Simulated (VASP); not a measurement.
Input:

```
CELL_PARAMETERS angstrom
      1.34166    -2.32383     0.00000
      1.34166     2.32383     0.00000
      0.00000     0.00000     4.71653
ATOMIC_POSITIONS crystal
  Zn 0.33333 0.66667 0.25000
  Zn 0.66667 0.33333 0.75000
```

These are vdW-DF-cx, VASP's PBE PAW potentials (set 64) (plane waves; VASP 6.6.1) values and carry that method's errors. Settings: 520 eV cut-off, 16×16×8 Γ-centred mesh, first-order Methfessel-Paxton smearing of 0.10 eV, potentials Zn.

### Question
The ions and cell shape at fixed volume are relaxed. Give the cell that the relaxation ends in.

### Answer

```
CELL_PARAMETERS angstrom
      1.31993    -2.28619     0.00000
      1.31993     2.28619     0.00000
      0.00000     0.00000     4.87310
ATOMIC_POSITIONS crystal
  Zn 0.33333 0.66667 0.25000
  Zn 0.66667 0.33333 0.75000
```
Space group P6_3/mmc (194), at a tolerance of 0.03 Å.

### Question
How much energy does the relaxation gain?

### Answer
The energy (σ→0) changes by -7.6 meV/atom, in 6 ionic steps.

```
step  E(σ→0) (eV)  max force (eV/Å)  pressure (GPa)  volume (Å³)
----  -----------  ----------------  --------------  -----------
1          3.6141             0.000           -2.08        29.41
2          3.6073             0.000           -1.99        29.41
3          3.6014             0.000           -1.31        29.41
4          3.5992             0.000           -1.75        29.41
5          3.5989             0.000           -1.62        29.41
6          3.5989             0.000           -1.62        29.41
```

The compound is Zn in the hcp structure. This cell is one point of a volume scan, at 1.03 of the reference volume. Symmetry was kept, so distortions that lower it aren't found.
